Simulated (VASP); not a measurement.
**A slab model of the (0 0 1) face of Ti2Ga**

Aim: model the (0 0 1) face of Ti2Ga by a slab and find how far its highest filled level lies below the vacuum. The start is a cell from a database of measured crystal structures.

Program: VASP 6.6.1. Level of theory: PBEsol; plane waves and PAW (Ga, Ti), in the first sound run; inputs show where later runs differ. Results are calculated unless marked as measured.

This is a report of a sequence of runs, with most program output left out.

## Step 1: Starting point

The structure is hexagonal, space group P6_3/mmc (No. 194). The conventional cell has a = 4.510 Å, b = 4.510 Å, c = 5.500 Å, α = 90.00°, β = 90.00°, γ = 120.00°. Ga has 11 Ti at 2.60 to 2.94 Å nearest. Nearest to Ti lie 8 Ti at 2.75 to 2.94 Å and 6 Ga at 2.94 Å. Nearest to Ti lie 5 Ga at 2.60 to 2.75 Å and 6 Ti at 2.94 Å. Farther neighbours are not listed.

As a file:

```cif
data_structure
_symmetry_space_group_name_H-M 'P6_3/mmc'
_symmetry_Int_Tables_number 194
_cell_length_a 4.5100
_cell_length_b 4.5100
_cell_length_c 5.5000
_cell_angle_alpha 90.000
_cell_angle_beta 90.000
_cell_angle_gamma 120.000
_cell_volume 96.88
loop_
_atom_site_label
_atom_site_type_symbol
_atom_site_symmetry_multiplicity
_atom_site_Wyckoff_symbol
_atom_site_fract_x
_atom_site_fract_y
_atom_site_fract_z
_atom_site_occupancy
Ga1 Ga 2 c 0.66667 0.33333 0.75000 1
Ti1 Ti 2 a 0.00000 0.00000 0.50000 1
Ti2 Ti 2 d 0.66667 0.33333 0.25000 1
```

## Step 2: The bulk reference

The surface energy counts from the bulk crystal, run with the slab's cutoff and functional on a dense mesh.

INCAR

```
SYSTEM = Ti2Ga
PREC = Normal
ENCUT = 300
EDIFF = 1E-05
NELM = 120
ISMEAR = 0
SIGMA = 0.05
LREAL = .FALSE.
ALGO = Fast
GGA = PS
NBANDS = 17
LORBIT = 11
LWAVE = .FALSE.
LCHARG = .FALSE.
KPAR = 2
```

POSCAR

```
Ti2Ga
1.0
    4.5100000000      0.0000000000      0.0000000000
   -2.2550000000      3.9057745711      0.0000000000
    0.0000000000      0.0000000000      5.5000000000
Ga Ti
2 4
Direct
    0.6666666667      0.3333333333      0.7500000000
    0.3333333333      0.6666666667      0.2500000000
    0.0000000000      0.0000000000      0.5000000000
    0.0000000000      0.0000000000      0.0000000000
    0.6666666667      0.3333333333      0.2500000000
    0.3333333333      0.6666666667      0.7500000000
```

KPOINTS

```
Automatic mesh
0
Gamma
9 9 6
0 0 0
```

Potentials, in the order of the species: Ga and Ti (PBE family, release 64).

Command:

```bash
> mpirun -np 2 vasp_std
```

The job ended after 8 s (2 MPI ranks of Intel Xeon 6975P-C (Granite Rapids), shared host; peak memory 0.29 GiB; 15 s of CPU time).

The PAW data sets were made with PBE, which is usual practice but a small mismatch for other functionals. The data sets Ga and Ti keep the semicore shell frozen, which is cheaper and a little less accurate.

Numbers from this step:

```
electronic cycles                               : 16
electrons                                       : 22
free energy (TOTEN)                             : -42.39 eV
energy at zero smearing                         : -42.39 eV
Fermi energy                                    : 3.060 eV
labelled metallic, from the levels on this mesh : yes
```

Energy at zero smearing: -42.38682 eV.

## Step 3: Surface relaxation

This step: PBEsol; plane waves and PAW (Ti, Ga) (VASP 6.6.1).

System of this step: Ti2Ga. The cell holds 12 atoms: 8 Ti and 4 Ga. Cell: a = 4.510 Å, b = 4.510 Å, c = 24.625 Å, α = 90.0°, β = 90.0°, γ = 120.0°. It derives from Ti2Ga. The (0 0 1) slab of Ti2Ga, cut from the database cell. Vacuum lies along c.

The free atoms relax, while those held by selective dynamics keep their cut positions.

INCAR: that of step 2 with these lines changed.

```diff
@@ -10,3 +10,3 @@
 GGA = PS
-NBANDS = 17
+NBANDS = 34
 LORBIT = 11
@@ -15 +15,10 @@
 KPAR = 2
+IBRION = 2
+NSW = 40
+ISIF = 2
+EDIFFG = -0.03
+POTIM = 0.4
+MAXMIX = 40
+IDIPOL = 3
+LDIPOL = .TRUE.
+DIPOL = 0.5 0.5 0.491
```

POSCAR

```
Ti2Ga
1.0
    4.5099980207      0.0000000000      0.0000000000
   -2.2549990104      3.9057728569      0.0000000000
    0.0000000000      0.0000000000     24.6250000000
Ti Ga
8 4
Selective dynamics
Direct
    0.6666666700      0.3333333300      0.3045685300  F F F
    0.0000000000      0.0000000000      0.3604060900  F F F
    0.3333333300      0.6666666700      0.4162436500  F F F
    0.0000000000      0.0000000000      0.4720812200  F F F
    0.6666666700      0.3333333300      0.5279187800  T T T
    0.0000000000      0.0000000000      0.5837563500  T T T
    0.3333333300      0.6666666700      0.6395939100  T T T
    0.0000000000      0.0000000000      0.6954314700  T T T
    0.3333333300      0.6666666700      0.3045685300  F F F
    0.6666666700      0.3333333300      0.4162436500  F F F
    0.3333333300      0.6666666700      0.5279187800  T T T
    0.6666666700      0.3333333300      0.6395939100  T T T
```

KPOINTS

```
Automatic mesh
0
Gamma
6 6 1
0 0 0
```

PAW data sets: Ti and Ga (PBE family, release 64).

Command:

```bash
> mpirun -np 2 vasp_std
```

Elapsed: 2.3 min, on 2 MPI ranks; peak memory 0.45 GiB; 4.5 min of CPU time.

The data sets Ti and Ga keep the semicore shell frozen, which is cheaper and a little less accurate. The run keeps the 6 symmetry operations of its start, so it cannot find a distortion of lower symmetry.

The steps of the relaxation:

```csv
step,energy less that of the first step (eV),largest force (eV/Å)
1,0.0000,1.3287
2,-0.1225,1.0544
3,-0.2508,0.4821
4,-0.2773,0.3831
5,-0.3133,0.2747
6,-0.3147,0.3082
7,-0.3222,0.1062
8,-0.3228,0.1328
9,-0.3255,0.0916
10,-0.3262,0.0999
11,-0.3287,0.0599
12,-0.3304,0.0377
13,-0.3291,0.1194
14,-0.3306,0.0353
15,-0.3307,0.0350
16,-0.3307,0.0076
```

The atoms that moved most (Å):

```csv
atom,dx,dy,dz,length
Ti8,0.000,0.000,-0.296,0.296
Ti7,0.000,0.000,-0.242,0.242
Ga11,0.000,0.000,-0.093,0.093
Ga12,0.000,0.000,0.087,0.087
```

Final coordinates:

```
Ti Ga
1.0
     4.51000    0.00000    0.00000
    -2.25500    3.90577    0.00000
     0.00000    0.00000   24.62500
Ti Ga
8 4
Direct
  0.66667 0.33333 0.30457
  0.00000 0.00000 0.36041
  0.33333 0.66667 0.41624
  0.00000 0.00000 0.47208
  0.66667 0.33333 0.52804
  0.00000 0.00000 0.58387
  0.33333 0.66667 0.62978
  0.00000 0.00000 0.68340
  0.33333 0.66667 0.30457
  0.66667 0.33333 0.41624
  0.33333 0.66667 0.52415
  0.66667 0.33333 0.64314
```

Numbers from this step:

```
electronic cycles       : 144
electrons               : 44
free energy (TOTEN)     : -80.1487 eV
energy at zero smearing : -80.1415 eV
Fermi energy            : -0.5253 eV
dipole moment           : 0, 0, -0.07831 e·Å
```

The run ended after 16 ionic steps, 0.331 eV below its first step, once the forces on the free atoms met EDIFFG = -0.03.

Only the dipole across the slab is computed (IDIPOL = 3); zeros along the plane are no results.

VASP counts the dipole in electrons times Å, so a positive number points the physical dipole along −c.

## Step 4: Potential and states of the slab

A static run writes the electrostatic potential without exchange and correlation (LVHAR), which is flat in the vacuum and gives the level to count from. The dipole correction cancels the field that unlike faces would set up across the vacuum.

INCAR

```
SYSTEM = Ti2Ga
PREC = Normal
ENCUT = 300
EDIFF = 1E-06
NELM = 120
ISMEAR = 0
SIGMA = 0.05
LREAL = .FALSE.
ALGO = Fast
GGA = PS
NBANDS = 50
LORBIT = 11
LWAVE = .TRUE.
LCHARG = .TRUE.
IDIPOL = 3
LDIPOL = .TRUE.
DIPOL = 0.5 0.5 0.489
LVHAR = .TRUE.
LVACPOTAV = .TRUE.
LELF = .TRUE.
NEDOS = 1500
```

POSCAR

```
Ti2Ga
1.0
    4.5099980207      0.0000000000      0.0000000000
   -2.2549990104      3.9057728569      0.0000000000
    0.0000000000      0.0000000000     24.6250000000
Ti Ga
8 4
Direct
    0.6666666700      0.3333333300      0.3045685300
    0.0000000000      0.0000000000      0.3604060900
    0.3333333300      0.6666666700      0.4162436500
    0.0000000000      0.0000000000      0.4720812200
    0.6666666700      0.3333333300      0.5280449946
    0.0000000000      0.0000000000      0.5838714029
    0.3333333300      0.6666666700      0.6297814043
    0.0000000000      0.0000000000      0.6834000857
    0.3333333300      0.6666666700      0.3045685300
    0.6666666700      0.3333333300      0.4162436500
    0.3333333300      0.6666666700      0.5241537441
    0.6666666700      0.3333333300      0.6431401254
```

KPOINTS is that of step 3.

KPOINTS_OPT

```
Line mode
14
Line-mode
Reciprocal
  0.00000000   0.00000000   0.00000000 GAMMA
  0.50000000   0.00000000   0.00000000 M

  0.50000000   0.00000000   0.00000000 M
  0.33333333   0.33333333   0.00000000 K

  0.33333333   0.33333333   0.00000000 K
  0.00000000   0.00000000   0.00000000 GAMMA
```

Command:

```bash
> mpirun -np 2 vasp_std
```

Elapsed: 1.9 min, on 2 MPI ranks; peak memory 0.41 GiB; 3.7 min of CPU time.

This step gave:

```
electronic cycles                          : 36
Fermi energy                               : -0.5293 eV
DOS at the Fermi level                     : 11.23 states/eV/cell
dipole moment                              : 0, 0, -0.07873 e·Å
vacuum levels                              : 2.576, 3.385 eV
work functions of the upper and lower face : 3.105, 3.914 eV
```

Electronic bands along the path, in eV, zero at the Fermi level; # counts the bands kept:

```csv
point,#19,#20,#21,#22,#23,#24,#25,#26
Γ,-0.52,-0.52,-0.43,-0.43,-0.17,-0.17,0.17,0.39
0.46 of the way,-0.45,-0.40,-0.38,-0.32,0.00,0.03,0.51,0.62
M,-0.32,-0.31,-0.17,0.08,0.13,0.17,0.39,0.54
0.54 of the way,-0.22,-0.13,-0.03,0.05,0.07,0.28,0.45,0.51
K,-0.28,-0.04,-0.03,0.05,0.07,0.40,0.42,0.63
0.46 of the way,-0.36,-0.32,-0.27,-0.19,0.07,0.18,0.44,0.64
Γ,-0.52,-0.52,-0.43,-0.43,-0.17,-0.17,0.17,0.39
```

Of the projections kept (Ti, Ga), the largest for each band there; the rest of the weight can lie on other orbitals:

```csv
point,#19,#20,#21,#22,#23,#24,#25,#26
Γ,Ti 0.97,Ti 0.97,Ti 0.97,Ti 0.97,Ti 0.97,Ti 0.97,Ti 0.85,Ti 0.88
M,Ti 0.99,Ti 0.86,Ti 0.95,Ti 0.98,Ti 0.97,Ti 0.95,Ti 0.92,Ti 0.95
K,Ti 0.91,Ti 0.97,Ti 0.89,Ti 0.96,Ti 0.96,Ti 0.94,Ti 0.96,Ti 0.98
Γ,Ti 0.97,Ti 0.97,Ti 0.97,Ti 0.97,Ti 0.97,Ti 0.97,Ti 0.85,Ti 0.88
```

The density of states has structure finer than the step of the table below, so its rows give means over 1 eV, whole bins alone (the curve runs from -9.12 to 6.15 eV). Peaks (eV: height): total -0.3: 25.5, 1.2: 29.4, 2.2: 26.3, 2.5: 26.9; Ti s -3.6: 2.10, -3.4: 2.97, -3.0: 2.73, -2.4: 2.25; Ti p -1.2: 2.17, -0.6: 2.16, 2.9: 2.40, 3.0: 2.22; Ti d -0.3: 20.0, 1.2: 24.1, 2.2: 21.9, 2.5: 22.3; Ga s -6.9: 4.29, -6.3: 5.30, -6.1: 5.12, -5.7: 9.48.

Means over bins of 0.051 eV. Table of density of states by energy, zero at the Fermi level; means over each step; values in states/eV/cell:

```csv
energy (eV),total,Ti s,Ti p,Ti d,Ga s,Ga p
-8,0.794,0.251,0.0336,0.00668,0.368,0.0105
-7,2.34,0.474,0.205,0.0866,1.17,0.0427
-6,4.88,0.282,0.487,0.609,2.79,0.0451
-5,0.00631,1.7e-4,7.2e-4,6.5e-4,0.00373,8.6e-5
-4,1.07,0.359,0.0993,0.190,0.0368,0.223
-3,4.72,1.10,0.452,1.16,0.159,1.06
-2,8.84,0.823,1.02,3.61,0.0782,1.87
-1,12.0,0.320,1.31,6.85,0.0501,1.81
0,15.6,0.202,1.15,11.8,0.0223,0.549
1,14.9,0.204,0.666,12.0,0.0308,0.423
2,19.6,0.246,0.915,16.3,0.111,0.361
3,12.8,0.209,1.11,9.58,0.0873,0.366
4,2.49,0.128,0.335,1.54,0.138,0.152
5,0.0686,0.00675,0.0200,0.0131,0.00904,0.00920
```

The planar average of the electrostatic potential oscillates, so the rows of the table below give means over windows of 1.37 Å about each position, cut where the curve ends. Its maxima inside the range that stand out by 2 % of the span (Å: eV): 8.9: -1.33, 10.3: -3.14, 11.6: -1.49, 12.9: -3.38, 14.3: -1.55, 15.8: -3.49. Its minima: 8.0: -4.28, 9.8: -4.23, 10.7: -4.26, 12.4: -4.43, 13.5: -4.21, 15.3: -4.58, 16.3: -4.47.

Zero at the Fermi level. The planar average of the electrostatic potential by height; means over each step:

height (Å), planar average of the electrostatic potential (eV) and a bar from the least value:
```
     0.69       3.91 ##############################
     2.06       3.91 ##############################
     3.43       3.91 ##############################
     4.79       3.84 ##############################
     6.17       1.90 ######################
     7.54      -3.24 ###
     8.91      -2.23 #######
    10.28      -3.80 #
    11.65      -2.50 ######
    13.02      -3.89 #
    14.39      -2.35 #######
    15.76      -4.09 
    17.12      -0.94 ############
    18.50       2.55 #########################
    19.86       3.08 ###########################
    21.23       3.10 ###########################
    22.61       3.11 ###########################
    23.98       3.27 ############################
```

Density of states in the PAW spheres, an atom over height of the layer and energy from the Fermi level.

Ten even steps from '_' (0.00 states/eV) to '@' (2.60 states/eV), each cell a mean:
```
::++..==__--..==__**
--==::++__**++##__@@
==@@==%%__**@@%%..@@
++==::==__--++--..--
::------::------::::
::--::--::------::::
..::::::..::--::::::
....::::....::::....
____..............__
__..................
____............____
____________________
____________________
____________________
____________________
..__________________
--__..__..______::__
____..__--..__..++__
________..______..__
________..__________
________..__________
____________________
```
Columns: height of the layer (Å) from 7.5 to 16.8 (not evenly spaced); rows upwards: energy from the Fermi level (eV) from -7.9 to 0.5.

Force by atom:

```csv
atom,x (eV/Å),y (eV/Å),z (eV/Å),size
Ti1,0.000,0.000,0.622,0.622
Ti2,0.000,0.000,-0.022,0.022
Ti3,0.000,0.000,-0.219,0.219
Ti4,0.000,0.000,-0.546,0.546
Ti5,0.000,0.000,-0.008,0.008
Ti6,0.000,0.000,0.001,0.001
Ti7,0.000,0.000,0.001,0.001
Ti8,0.000,0.000,0.004,0.004
Ga9,0.000,0.000,0.401,0.401
Ga10,0.000,0.000,-0.225,0.225
Ga11,0.000,0.000,-0.004,0.004
Ga12,0.000,0.000,-0.004,0.004
```

ELF in the ca plane at fractional y = 0.333, with atoms of Ti and Ga within 0.2 Å of it. It is the smooth field of the valence electrons, not physical close to the nuclei.

Ten even steps from '0' (0.00) to '9' (0.78), each cell a mean:
```
00000000000000012344444566788876554334456678
00000000000000000111112357899987531111256789
00000000000000000000000147887888420000136887
00000000000000000000000047876788410000036876
00000000000000000000000147876788410000036877
00000000020000000000001257888888521000146888
00000000010000011233323567788887643223456788
00000000000000023566666655677765556665555567
00000000000000135789987644466644457887544467
00000000000000135799997533466643347887533467
00000000000000135789997533466643357887533467
00000000000000124678877654567654456776654567
```
Columns run along c (16.0 Å, from fractional 0.00 to 0.65 of the cell), rows up along a (4.5 Å). Atoms in or near the plane, at fractional coordinates: Ti at (0.30, 0.67), Ti at (0.53, 0.67), Ga at (0.42, 0.67), Ga at (0.64, 0.67).

Electrostatic potential energy in the ca plane at fractional y = 0.333, with atoms of Ti and Ga within 0.2 Å of it. With pseudopotentials it is smooth inside the atoms' cores, unlike the true potential.

Values in eV, 7 rows by 16 columns, each cell a mean:
```
  3   3   3   3   3   3   0  -5  -1   0  -6   0  -2  -4   1  -3
  3   3   3   3   3   2  -5 -12  -7  -7  -5  -6  -8 -11  -2  -8
  3   3   3   3   3   2  -6 -13  -8  -8   0  -7  -9 -12  -3  -6
  3   3   3   3   3   2  -2  -8  -3  -3 -10  -1  -5  -7   0  -7
  3   3   3   3   3   3   2   0   1   1   0   1   0   0   1   0
  3   3   3   3   3   3   3   1   0  -1  -1  -1   0   0  -1  -1
  3   3   3   3   3   3   3   1   0   0   0   0   0   0   0   0
```
Columns run along c (16.0 Å, from fractional 0.00 to 0.65 of the cell; values clipped at the 3rd and 97th percentile), rows up along a (4.5 Å). Atoms in or near the plane, at fractional coordinates: Ti at (0.30, 0.67), Ti at (0.53, 0.67), Ga at (0.42, 0.67), Ga at (0.64, 0.67).

Valence density in the ca plane at fractional y = 0.333, with atoms of Ti and Ga within 0.2 Å of it. It is the smooth field of the valence electrons, not physical close to the nuclei.

Values in units of 1e-1 e/Å³, 7 rows by 16 columns, each cell a mean:
```
0.0 0.0 0.0 0.0 0.0 0.1 0.6 2.0 1.8 1.9 2.4 1.8 1.8 2.0 1.6 2.3
0.0 0.0 0.0 0.0 0.0 0.0 0.7 6.5 2.6 2.2 1.5 2.2 3.4 5.7 1.8 2.0
0.0 0.0 0.0 0.0 0.0 0.0 0.8 8.5 2.8 2.2 0.7 2.2 4.3 7.4 1.9 1.6
0.0 0.0 0.0 0.0 0.0 0.1 0.6 2.9 2.0 2.1 2.5 2.0 2.1 2.7 1.6 2.4
0.0 0.0 0.0 0.0 0.0 0.1 0.6 1.7 1.7 1.7 2.1 1.6 1.8 1.9 1.6 2.1
0.0 0.0 0.0 0.0 0.0 0.1 0.6 1.8 1.8 1.7 2.0 1.6 1.9 2.1 1.7 2.1
0.0 0.0 0.0 0.0 0.0 0.1 0.6 1.7 1.7 1.7 2.0 1.6 1.9 2.0 1.6 2.0
```
Columns run along c (16.0 Å, from fractional 0.00 to 0.65 of the cell), rows up along a (4.5 Å). Atoms in or near the plane, at fractional coordinates: Ti at (0.30, 0.67), Ti at (0.53, 0.67), Ga at (0.42, 0.67), Ga at (0.64, 0.67).

The density of states holds every band computed, so its fall toward the upper end of the range is no gap.

The map of layer states is cut here 0.5 eV above the Fermi level, so it leaves out the states above that.

The vacuum level lies 3.11 eV above the Fermi level at the upper face; the two faces differ by 0.81 eV, the step that the slab's dipole of -0.079 e·Å makes.

VASP counts the dipole in electrons times Å, so a positive number points the physical dipole along −c.

The program found no field-free point at its default tolerance, but its printed level agrees with the flat part of the planar average.

On this mesh the fine structure of the density of states is sampling noise, and high empty states may be cut by the number of bands.

## Step 5: Tunnelling image, filled states within 1.5 eV

A partial density over this window, at constant height above the top atom, is the Tersoff-Hamann picture of a tunnelling image.

INCAR

```
SYSTEM = Ti2Ga
PREC = Normal
ENCUT = 300
EDIFF = 1E-05
NELM = 120
ISMEAR = 0
SIGMA = 0.05
LREAL = .FALSE.
ALGO = Fast
GGA = PS
NBANDS = 50
LWAVE = .FALSE.
LCHARG = .FALSE.
ISTART = 1
LPARD = .TRUE.
NBMOD = -3
EINT = -1.5 0
LSEPB = .FALSE.
LSEPK = .FALSE.
```

POSCAR is that of step 4.

KPOINTS is that of step 4.

The run starts from files that an earlier step left in the folder.

Command:

```bash
> mpirun -np 2 vasp_std
```

Wall time 2 s (2 MPI ranks).

Local density of states in the window along a and b. Constant height, 2.5 Å above the top atom.

Ten even steps from '_' (0.57 × 1e-3 e/Å³) to '@' (1.26 × 1e-3 e/Å³), each cell a mean:
```
______....::----==++++****************++====--::::..________
____....::----==++****############****++====--::....________
......::--==++++**####%%%%%%%%%%####**++++==--::......______
..::::--==++****##%%%%%%%%%%%%%%####**++++==--::::..........
::----==++**####%%%%@@@@@@@@@@%%%%##**++++==--::::........::
--====++**##%%%%@@@@@@@@@@@@@@%%%%##**++====----::::::::::--
==++++**##%%%%@@@@@@@@@@@@@@@@%%####**++====----::::::------
++++**##%%%%@@@@@@@@@@@@@@@@%%%%##****++====------------====
++**####%%%%@@@@@@@@@@@@@@%%%%####**++++====----------====++
****##%%%%%%@@@@@@@@@@@@%%%%####**++++====----------====++++
****####%%%%%%%%%%%%%%%%######**++++======--------======++++
****########%%%%%%########****++++======----------======++++
********##########********++++======--------------======++++
++++++++********++++++++++========----------------========++
==============================--------------------==========
------------------------------------------------------------
--::::::::::::----------------------------------------------
::........::::::::::--------------------------------::::::::
..............::::::--------==============--------::::::....
__________....::::::----====================----::::......__
__________....::::----====++++++++++++======----::....______
________....::::--====++++++******++++++====--::::....______
```
Columns: along a (fractional) from 0 to 0.975; rows upwards: along b (fractional) from 0 to 0.975.

Partial charge density in the ca plane at fractional y = 0.333, with atoms of Ti and Ga within 0.2 Å of it. It is the smooth field of the valence electrons, not physical close to the nuclei.

Ten steps, logarithmic in the rise over the least value, from '0' (-0.02 Å⁻³) to '9' (0.85 Å⁻³), each cell a mean:
```
22222222222222223345555554444444455555554444
22222222222222223346776554444444455666554444
22222222222222222357997654443344457888654443
22222222222222222358998654430244457998654441
22222222222222222358998654432344457998654442
22222222222222222357887554444444456777554444
22222222222222223345665554444444455555554444
22222222222222223345555554455544445555554455
22222222222222223345555555555555444444455555
22222222222222223345555555556655544444455566
22222222222222223345555555555555544444455566
22222222222222223345555554555554444444455555
```
Columns run along c (16.0 Å, from fractional 0.00 to 0.65 of the cell), rows up along a (4.5 Å). Atoms in or near the plane, at fractional coordinates: Ti at (0.30, 0.67), Ti at (0.53, 0.67), Ga at (0.42, 0.67), Ga at (0.64, 0.67).

Shared out to the nearest atoms, the partial charge density (by size) has 82 % on Ti; its largest share on one atom is 12 % (Ti8), and it takes 8 of the 12 atoms to pass 80 %.

Between its 5th and 95th percentile the partial density varies by a factor of 1.9, which sets the contrast of the image.

(Continued in part 2 of 2.)

[Lines on the potential files, build, host, timing and source positions are cut from VASP's logs without a mark.]

[Logs are printed without paths, hosts, clocks, repeated set-up lines and the standing remarks that a program may print on its own settings, such as how far it seeks lower states.]

[Hosts, paths, dates, database ids (printed as entryN), source tags and the programs' standing remarks are cut or masked in the printed files.]

[In band tables of VASP the shares of atoms and orbitals are scaled to a sum of 1 inside the atoms' spheres.]

[Runs that stopped without an error message from VASP are left out.]
